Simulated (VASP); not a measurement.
Output of a VASP run:

**OUTCAR**
```
 ion  position               nearest neighbor table
   1  0.000  0.000  0.000-   2 2.53   2 2.53   2 2.53   2 2.53   2 2.53   2 2.53
   2  0.667  0.333  0.500-   1 2.53   1 2.53   1 2.53   1 2.53   1 2.53   1 2.53
  LATTYP: Found a hexagonal cell.
 ALAT       =     3.3183808870
 C/A-ratio  =     0.9919071394
 Subroutine PRICEL returns:
 Original cell was already a primitive cell.
 Subroutine GETGRP returns: Found 12 space group operations
The static configuration has the point symmetry D_3h.
The dynamic configuration has the point symmetry D_3h.
 Subroutine INISYM returns: Found 12 space group operations
 Subroutine IBZKPT returns following result:
 Found    168 irreducible k-points:

 Following reciprocal coordinates:
            Coordinates               Weight
  0.000000  0.000000  0.000000      1.000000
  0.071429 -0.000000  0.000000      6.000000
  0.142857 -0.000000  0.000000      6.000000
  0.214286 -0.000000  0.000000      6.000000
  0.285714 -0.000000  0.000000      6.000000
  0.357143 -0.000000  0.000000      6.000000
  0.428571 -0.000000  0.000000      6.000000
  0.500000 -0.000000  0.000000      3.000000
  0.071429  0.071429  0.000000      6.000000
  0.142857  0.071429  0.000000     12.000000
  0.214286  0.071429  0.000000     12.000000
  0.285714  0.071429  0.000000     12.000000
  0.357143  0.071429  0.000000     12.000000
  0.428571  0.071429  0.000000     12.000000
  0.142857  0.142857  0.000000      6.000000
  0.214286  0.142857  0.000000     12.000000
  0.285714  0.142857  0.000000     12.000000
  0.357143  0.142857  0.000000     12.000000
  0.428571  0.142857  0.000000      6.000000
  0.214286  0.214286  0.000000      6.000000
  0.285714  0.214286  0.000000     12.000000
  0.357143  0.214286  0.000000     12.000000
  0.285714  0.285714  0.000000      6.000000
  0.357143  0.285714  0.000000      6.000000
  0.000000  0.000000  0.083333      2.000000
  0.071429 -0.000000  0.083333     12.000000
  0.142857 -0.000000  0.083333     12.000000
  0.214286 -0.000000  0.083333     12.000000
  0.285714 -0.000000  0.083333     12.000000
  0.357143 -0.000000  0.083333     12.000000
  0.428571 -0.000000  0.083333     12.000000
  0.500000 -0.000000  0.083333      6.000000
  0.071429  0.071429  0.083333     12.000000
  0.142857  0.071429  0.083333     24.000000
  0.214286  0.071429  0.083333     24.000000
  0.285714  0.071429  0.083333     24.000000
  0.357143  0.071429  0.083333     24.000000
  0.428571  0.071429  0.083333     24.000000
  0.142857  0.142857  0.083333     12.000000
  0.214286  0.142857  0.083333     24.000000
   k-points           NKPTS =    168   k-points in BZ     NKDIM =    168   number of bands    NBANDS=     14
   number of dos      NEDOS =    601   number of ions     NIONS =      2
   total plane-waves  NPLWV =  18816
   dimension x,y,z NGX =    28 NGY =   28 NGZ =   24
   dimension x,y,z NGXF=    56 NGYF=   56 NGZF=   48
   ions per type =               1   1
   PREC   = accura    normal or accurate (medium, high low for compatibility)
   ISTART =      0    job   : 0-new  1-cont  2-samecut
   ICHARG =      2    charge: 1-file 2-atom 10-const
   ISPIN  =      1    spin polarized calculation?
   LNONCOLLINEAR =      F non collinear calculations
   LSORBIT =      F    spin-orbit coupling
   INIWAV =      1    electr: 0-lowe 1-rand  2-diag
   ENCUT  =  520.0 eV  38.22 Ry    6.18 a.u.   6.17  6.17  6.12*2*pi/ulx,y,z
   NELM   =    100;   NELMIN=  2; NELMDL= -5     # of ELM steps
   EDIFF  = 0.1E-06   stopping-criterion for ELM
   LREAL  =      F    real-space projection
   NLSPLINE    = F    spline interpolate recip. space projectors
   LMAXMIX     =    4 max onsite mixed and CHGCAR
   VOSKOWN=      0    Vosko Wilk Nusair interpolation
   EDIFFG = 0.1E-05   stopping-criterion for IOM
   NSW    =      0    number of steps for IOM
   NBLOCK =      1;   KBLOCK =      1    inner block; outer block
...
```

OSZICAR:
```
       N       E                     dE             d eps       ncg     rms          rms(c)
DAV:   1     0.128640744574E+03    0.12864E+03   -0.10992E+04  4794   0.222E+03
DAV:   2    -0.245335358741E+02   -0.15317E+03   -0.14919E+03  5304   0.455E+02
DAV:   3    -0.381141154465E+02   -0.13581E+02   -0.13511E+02  5514   0.123E+02
DAV:   4    -0.384144759371E+02   -0.30036E+00   -0.30028E+00  5156   0.202E+01
DAV:   5    -0.384244243893E+02   -0.99485E-02   -0.99484E-02  6038   0.351E+00    0.747E+00
DAV:   6    -0.318490259848E+02    0.65754E+01   -0.77897E+00  6850   0.520E+01    0.304E+00
DAV:   7    -0.318836438761E+02   -0.34618E-01   -0.10791E+00  4776   0.106E+01    0.143E+00
DAV:   8    -0.327281045273E+02   -0.84446E+00   -0.50924E-01  4740   0.724E+00    0.387E-01
DAV:   9    -0.320182697614E+02    0.70983E+00   -0.33584E-01  4764   0.573E+00    0.148E-01
DAV:  10    -0.320662681676E+02   -0.47998E-01   -0.28207E-02  4758   0.161E+00    0.945E-02
DAV:  11    -0.320675422442E+02   -0.12741E-02   -0.69188E-04  5288   0.249E-01    0.684E-02
DAV:  12    -0.320689333388E+02   -0.13911E-02   -0.33997E-03  4716   0.595E-01    0.405E-02
DAV:  13    -0.320695875324E+02   -0.65419E-03   -0.23379E-04  5028   0.163E-01    0.134E-02
DAV:  14    -0.320697105904E+02   -0.12306E-03   -0.39293E-05  4836   0.680E-02    0.676E-03
DAV:  15    -0.320696930259E+02    0.17565E-04   -0.10594E-05  4734   0.359E-02    0.404E-03
DAV:  16    -0.320697256231E+02   -0.32597E-04   -0.13335E-05  4734   0.389E-02    0.113E-03
DAV:  17    -0.320697246495E+02    0.97369E-06   -0.35567E-07  5064   0.647E-03    0.900E-04
DAV:  18    -0.320697244791E+02    0.17034E-06   -0.43758E-08  2688   0.259E-03    0.388E-04
DAV:  19    -0.320697240464E+02    0.43270E-06   -0.32199E-08  2376   0.177E-03    0.159E-04
DAV:  20    -0.320697238760E+02    0.17046E-06   -0.98607E-09  2376   0.131E-03    0.537E-05
DAV:  21    -0.320697237476E+02    0.12830E-06   -0.23615E-09  2388   0.512E-04    0.547E-05
DAV:  22    -0.320697238951E+02   -0.14741E-06   -0.72104E-10  2388   0.254E-04    0.289E-05
DAV:  23    -0.320697238059E+02    0.89175E-07   -0.30125E-10  2358   0.190E-04
   1 F= -.32069724E+02 E0= -.32069724E+02  d E =0.000000E+00
       N       E                     dE             ncg
```

File OUTCAR:
```
------------------------ aborting loop because EDIFF is reached ----------------------------------------
  FORCE on cell =-STRESS in cart. coord.  units (eV):
  Direction    XX          YY          ZZ          XY          YZ          ZX
  --------------------------------------------------------------------------------------
  Total       -0.0092211     -0.0092211      0.0213034      0.0000000      0.0000000      0.0000000
  in kB       -0.4706667     -0.4706667      1.0873753      0.0000000      0.0000000      0.0000000
  external PRESSURE =       0.0486807 kB  Pullay stress =       0.0000000 kB
  volume of cell :       31.39
      direct lattice vectors                 reciprocal lattice vectors
     3.318380887  0.000000000  0.000000000     0.301351784  0.173985530  0.000000000
    -1.659190444  2.873802211  0.000000000     0.000000000  0.347971059  0.000000000
     0.000000000  0.000000000  3.291525693     0.000000000  0.000000000  0.303810480
 POSITION                                       TOTAL-FORCE (eV/Angst)
 -----------------------------------------------------------------------------------
      0.00000      0.00000      0.00000         0.000000     -0.000000      0.000000
      1.65919      0.95793      1.64576        -0.000000      0.000000      0.000000
 -----------------------------------------------------------------------------------
    total drift:                               -0.001991      0.001150      0.000000
  FREE ENERGIE OF THE ION-ELECTRON SYSTEM (eV)
  ---------------------------------------------------
  free  energy   TOTEN  =       -32.0697238059 eV

  energy  without entropy=      -32.0697238059  energy(sigma->0) =      -32.06972381

 total charge

# of ion       s       p       d       tot
------------------------------------------
    1        1.352   0.636  10.029  12.017
    2        1.600   3.323   0.000   4.923
--------------------------------------------------
tot          2.952   3.959  10.029  16.939
```
(Selected blocks of OUTCAR.)

File POSCAR:
```
SnO
1
    3.3183808870     0.0000000000    -0.0000000000
   -1.6591904435     2.8738022114     0.0000000000
   -0.0000000000     0.0000000000     3.2915256930
Sn O
1 1
Direct
  0.0000000000   0.0000000000   0.0000000000
  0.6666670000   0.3333330000   0.5000000000
```

Question: Reconstruct the remaining input files.

Answer: This is not unique; one that fits is the input of the run itself, r2SCAN meta-GGA, plane waves, VASP's PBE PAW potentials (set 64).

File KPOINTS_OPT:
```
k-points along high-symmetry lines
6
Line-mode
Reciprocal
  0.000000   0.000000   0.000000 ! GAMMA
  0.500000   0.000000   0.000000 ! M

  0.500000   0.000000   0.000000 ! M
  0.333333   0.333333   0.000000 ! K

  0.333333   0.333333   0.000000 ! K
  0.000000   0.000000   0.000000 ! GAMMA

  0.000000   0.000000   0.000000 ! GAMMA
  0.000000   0.000000   0.500000 ! A

  0.000000   0.000000   0.500000 ! A
  0.500000   0.000000   0.500000 ! L

  0.500000   0.000000   0.500000 ! L
  0.333333   0.333333   0.500000 ! H

  0.333333   0.333333   0.500000 ! H
  0.000000   0.000000   0.500000 ! A

  0.500000   0.000000   0.500000 ! L
  0.500000   0.000000   0.000000 ! M

  0.333333   0.333333   0.500000 ! H
  0.333333   0.333333   0.000000 ! K
```

### KPOINTS
```
kpoints
0
Gamma
 14 14 12
0 0 0
```

INCAR:
```
ALGO  =  Normal   # blocked Davidson
LMAXMIX  =  4
NEDOS  =  601   # DOS grid
LMIXTAU  =  .TRUE.
METAGGA  =  R2SCAN
ISMEAR  =  -5   # tetrahedra, Bloechl
LCHARG  =  .FALSE.
LREAL  =  .FALSE.
LORBIT  =  11
ISIF  =  2
SYSTEM  =  SnO
ENCUT  =  520   # plane-wave cut-off (eV)
LASPH  =  .TRUE.   # aspherical one-centre terms
NELM  =  100
LWAVE  =  .FALSE.
PREC  =  Accurate
EDIFF  =  1E-7   # SCF stop (eV)
```

POTCAR, in this order: Sn_d O (PBE.64 set). Program: vasp_std.

For a metal the tetrahedron method with Blöchl corrections gives inexact stress and forces.

The structure was generated: SnO was put into the WC type (P-6m2), which need not be its known phase. It was relaxed first, which changed the volume by +20 %.
